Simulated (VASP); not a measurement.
OSZICAR of a VASP run on Er:

OSZICAR:
```
       N       E                     dE             d eps       ncg     rms          rms(c)
DAV:   1     0.105907012011E+04    0.10591E+04   -0.21094E+04  1714   0.315E+03
DAV:   2     0.318078936235E+03   -0.74099E+03   -0.65541E+03  2152   0.853E+02
DAV:   3     0.336552099993E+02   -0.28442E+03   -0.27593E+03  2266   0.270E+02
DAV:   4    -0.110700005439E+02   -0.44725E+02   -0.43544E+02  2520   0.106E+02
DAV:   5    -0.187821096970E+02   -0.77121E+01   -0.76219E+01  2600   0.558E+01    0.129E+02
DAV:   6    -0.393072915633E+03   -0.37429E+03   -0.10104E+03  1896   0.763E+02    0.584E+02
DAV:   7    -0.628288031486E+03   -0.23522E+03   -0.52180E+02  2672   0.120E+02    0.469E+02
DAV:   8    -0.283308651561E+03    0.34498E+03   -0.21765E+02  2648   0.687E+01    0.361E+02
DAV:   9    -0.416411375824E+02    0.24167E+03   -0.23175E+03  2360   0.915E+01    0.121E+03
DAV:  10    -0.355139055838E+02    0.61272E+01   -0.37923E+02  2280   0.138E+02    0.107E+03
DAV:  11    -0.407185893655E+02   -0.52047E+01   -0.11649E+02  2384   0.464E+01    0.527E+02
DAV:  12    -0.859433098988E+02   -0.45225E+02   -0.93743E+01  2224   0.767E+01    0.321E+02
DAV:  13    -0.636387616163E+02    0.22305E+02   -0.13186E+02  1996   0.701E+01    0.268E+02
DAV:  14    -0.803156146286E+02   -0.16677E+02   -0.18697E+02  2032   0.101E+02    0.334E+02
DAV:  15    -0.105344356752E+03   -0.25029E+02   -0.47211E+01  2672   0.331E+01    0.191E+02
DAV:  16    -0.775758942919E+02    0.27768E+02   -0.12681E+01  2200   0.107E+02    0.178E+02
DAV:  17    -0.830851707578E+02   -0.55093E+01   -0.64753E+01  2084   0.663E+01    0.253E+02
DAV:  18    -0.690619962307E+02    0.14023E+02   -0.41858E+01  2172   0.429E+01    0.181E+02
DAV:  19    -0.703874919959E+02   -0.13255E+01   -0.34349E+01  2172   0.424E+01    0.205E+02
DAV:  20    -0.623208097213E+02    0.80667E+01   -0.15463E+01  2544   0.249E+01    0.172E+02
DAV:  21    -0.881934920673E+02   -0.25873E+02   -0.19502E+01  1908   0.502E+01    0.181E+02
DAV:  22    -0.858987193940E+02    0.22948E+01   -0.74061E+00  2656   0.135E+01    0.170E+02
DAV:  23    -0.827667802800E+02    0.31319E+01   -0.22615E+00  2704   0.622E+00    0.165E+02
DAV:  24    -0.610324472846E+02    0.21734E+02   -0.27264E+01  1816   0.264E+01    0.149E+02
DAV:  25    -0.554138983545E+02    0.56185E+01   -0.10480E+01  2236   0.298E+01    0.127E+02
DAV:  26    -0.336678904796E+02    0.21746E+02   -0.44105E+01  1684   0.737E+01    0.127E+02
DAV:  27    -0.262703129933E+02    0.73976E+01   -0.14455E+01  2344   0.342E+01    0.124E+02
DAV:  28    -0.170628561338E+02    0.92075E+01   -0.12274E+01  1952   0.391E+01    0.140E+02
DAV:  29    -0.132974820091E+02    0.37654E+01   -0.24945E+01  2448   0.301E+01    0.983E+01
DAV:  30    -0.129123737151E+02    0.38511E+00   -0.13364E+01  2016   0.293E+01    0.128E+02
DAV:  31    -0.139437943530E+02   -0.10314E+01   -0.33150E+00  2536   0.102E+01    0.122E+02
DAV:  32    -0.144163846979E+02   -0.47259E+00   -0.24440E+00  2224   0.100E+01    0.120E+02
DAV:  33    -0.148848184395E+02   -0.46843E+00   -0.57539E-01  2588   0.386E+00    0.120E+02
DAV:  34    -0.138907159713E+02    0.99410E+00   -0.19980E-01  2320   0.296E+00    0.119E+02
DAV:  35    -0.136465905570E+02    0.24413E+00   -0.77330E-01  2096   0.983E+00    0.113E+02
DAV:  36    -0.107001509902E+02    0.29464E+01   -0.84922E-01  1696   0.828E+00    0.111E+02
DAV:  37    -0.415377658854E+01    0.65464E+01   -0.37468E+00  1604   0.152E+01    0.103E+02
DAV:  38     0.302696595464E+01    0.71807E+01   -0.37558E+00  1872   0.145E+01    0.106E+02
DAV:  39    -0.718297092495E+00   -0.37453E+01   -0.27520E+00  2228   0.101E+01    0.100E+02
DAV:  40    -0.134799524184E+01   -0.62970E+00   -0.49587E-01  2312   0.817E+00    0.102E+02
DAV:  41    -0.153397274880E+00    0.11946E+01   -0.63737E-01  2100   0.885E+00    0.105E+02
DAV:  42     0.147148665124E+00    0.30055E+00   -0.31488E-01  2512   0.479E+00    0.107E+02
DAV:  43    -0.105004450322E+01   -0.11972E+01   -0.23076E-01  2060   0.500E+00    0.109E+02
DAV:  44    -0.165698452133E+01   -0.60694E+00   -0.20346E-01  2488   0.340E+00    0.109E+02
DAV:  45    -0.276930658259E+01   -0.11123E+01   -0.19014E-01  2384   0.544E+00    0.109E+02
DAV:  46    -0.297131340929E+01   -0.20201E+00   -0.72495E-02  2672   0.149E+00    0.110E+02
DAV:  47    -0.325566280904E+01   -0.28435E+00   -0.34094E-02  2536   0.164E+00    0.110E+02
DAV:  48    -0.457335202108E+01   -0.13177E+01   -0.25920E-01  2012   0.475E+00    0.114E+02
DAV:  49    -0.519718945710E+01   -0.62384E+00   -0.74481E-02  2336   0.229E+00    0.115E+02
DAV:  50    -0.545871096646E+01   -0.26152E+00   -0.11045E-01  2024   0.307E+00    0.113E+02
DAV:  51     0.140440829882E+02    0.19503E+02   -0.31102E+01  1660   0.598E+01    0.123E+02
DAV:  52     0.627470655553E+01   -0.77694E+01   -0.44464E+00  2220   0.201E+01    0.118E+02
DAV:  53     0.408361776894E+01   -0.21911E+01   -0.10804E+00  2376   0.970E+00    0.117E+02
DAV:  54     0.461931764322E+01    0.53570E+00   -0.44474E-01  2704   0.400E+00    0.116E+02
DAV:  55     0.527850823082E+01    0.65919E+00   -0.85353E-02  2564   0.266E+00    0.115E+02
DAV:  56    -0.205531307985E+02   -0.25832E+02   -0.32323E+01  1720   0.470E+01    0.974E+01
DAV:  57    -0.853671213853E+01    0.12016E+02   -0.91961E+00  2252   0.402E+01    0.913E+01
DAV:  58     0.305408687751E+01    0.11591E+02   -0.56496E+00  1988   0.294E+01    0.887E+01
DAV:  59     0.295573094506E+01   -0.98356E-01   -0.32807E+00  2428   0.117E+01    0.839E+01
DAV:  60     0.577347020713E+01    0.28177E+01   -0.71436E+00  1878   0.232E+01    0.917E+01
DAV:  61     0.848056513896E+00   -0.49254E+01   -0.41740E+01  1656   0.156E+02    0.123E+02
DAV:  62    -0.900351300900E+01   -0.98516E+01   -0.29181E+01  2076   0.403E+01    0.975E+01
DAV:  63    -0.137814214207E+02   -0.47779E+01   -0.67093E+00  2384   0.272E+01    0.925E+01
DAV:  64    -0.121743153825E+02    0.16071E+01   -0.28606E+00  2416   0.156E+01    0.875E+01
DAV:  65    -0.124244004999E+02   -0.25009E+00   -0.30723E+00  2028   0.176E+01    0.926E+01
DAV:  66    -0.505267220327E+02   -0.38102E+02   -0.84373E+01  1742   0.109E+02    0.188E+02
DAV:  67    -0.197693022176E+02    0.30757E+02   -0.82735E+01  2096   0.775E+01    0.177E+02
DAV:  68    -0.190119076036E+02    0.75739E+00   -0.10073E+01  2264   0.225E+01    0.170E+02
DAV:  69    -0.208401271904E+02   -0.18282E+01   -0.24039E+00  2680   0.749E+00    0.170E+02
DAV:  70    -0.215329161338E+02   -0.69279E+00   -0.53948E-01  2568   0.572E+00    0.168E+02
DAV:  71    -0.297479907803E+02   -0.82151E+01   -0.16031E+01  1712   0.390E+01    0.155E+02
DAV:  72    -0.290404232005E+02    0.70757E+00   -0.10809E+01  2280   0.342E+01    0.140E+02
DAV:  73    -0.233676478357E+02    0.56728E+01   -0.77201E+00  2072   0.322E+01    0.112E+02
DAV:  74    -0.215950195854E+02    0.17726E+01   -0.12558E+01  1960   0.483E+01    0.109E+02
DAV:  75    -0.179343269241E+02    0.36607E+01   -0.22481E+01  2240   0.385E+01    0.101E+02
DAV:  76    -0.341630413644E+02   -0.16229E+02   -0.23740E+01  1988   0.474E+01    0.115E+02
DAV:  77    -0.376119157253E+02   -0.34489E+01   -0.13244E+01  2220   0.258E+01    0.115E+02
DAV:  78    -0.378215931593E+02   -0.20968E+00   -0.96934E+00  2392   0.248E+01    0.111E+02
DAV:  79    -0.319795888152E+02    0.58420E+01   -0.12552E+01  2034   0.257E+01    0.112E+02
DAV:  80    -0.255755013442E+02    0.64041E+01   -0.26130E+00  2124   0.243E+01    0.960E+01
DAV:  81    -0.372840731428E+02   -0.11709E+02   -0.19890E+01  1744   0.370E+01    0.114E+02
DAV:  82    -0.334453147998E+02    0.38388E+01   -0.34882E+00  2208   0.260E+01    0.109E+02
DAV:  83    -0.300384744050E+02    0.34068E+01   -0.49777E+00  2180   0.175E+01    0.107E+02
DAV:  84    -0.289803343363E+02    0.10581E+01   -0.17141E+00  2400   0.105E+01    0.106E+02
DAV:  85    -0.294236692359E+02   -0.44333E+00   -0.72541E-01  2488   0.769E+00    0.105E+02
DAV:  86    -0.253897886855E+02    0.40339E+01   -0.97841E+00  1976   0.401E+01    0.966E+01
DAV:  87    -0.270499452650E+02   -0.16602E+01   -0.17332E+01  2160   0.483E+01    0.121E+02
DAV:  88    -0.306163012858E+02   -0.35664E+01   -0.14334E+01  2160   0.440E+01    0.126E+02
DAV:  89    -0.294750964302E+02    0.11412E+01   -0.18042E+00  2232   0.759E+00    0.125E+02
DAV:  90    -0.291937892071E+02    0.28131E+00   -0.27519E-01  2592   0.320E+00    0.125E+02
DAV:  91    -0.337537659341E+02   -0.45600E+01   -0.57205E+01  1804   0.117E+02    0.890E+01
DAV:  92    -0.228535479903E+02    0.10900E+02   -0.22774E+01  2208   0.379E+01    0.761E+01
DAV:  93    -0.195820104723E+02    0.32715E+01   -0.75948E+00  2176   0.278E+01    0.667E+01
DAV:  94    -0.207550923508E+02   -0.11731E+01   -0.16165E+01  2042   0.366E+01    0.713E+01
DAV:  95    -0.186142334989E+02    0.21409E+01   -0.31051E+00  2372   0.200E+01    0.658E+01
DAV:  96    -0.174507224835E+02    0.11635E+01   -0.72005E+00  2006   0.342E+01    0.636E+01
DAV:  97    -0.215382933231E+02   -0.40876E+01   -0.84732E+00  1918   0.295E+01    0.638E+01
DAV:  98    -0.225202341939E+02   -0.98194E+00   -0.37523E+00  2356   0.152E+01    0.689E+01
DAV:  99    -0.257948589164E+02   -0.32746E+01   -0.11535E+01  1920   0.280E+01    0.808E+01
DAV: 100    -0.249483610486E+02    0.84650E+00   -0.12236E+00  2536   0.104E+01
   1 F= -.24948361E+02 E0= -.24556854E+02  d E =-.783015E+00  mag=    13.8638
```

Which electronic solver shows in the log?

It is blocked Davidson (ALGO = Normal, or the opening steps of other solvers). The INCAR had ALGO = Normal.

How was spin treated?

Collinear spin (ISPIN = 2): the summary line carries one mag value, 13.86 μB in the cell.

Can the final energy be trusted as converged?

The run did not converge; its last values are not results. It stopped with EDIFF = 1E-6, NELM = 100 (PBEsol GGA, plane waves, VASP's PBE PAW potentials (set 64)).  The cell holds a wide vacuum, so values per volume refer to the whole cell.

The cell is a sheet with vacuum, built from a generated structure.
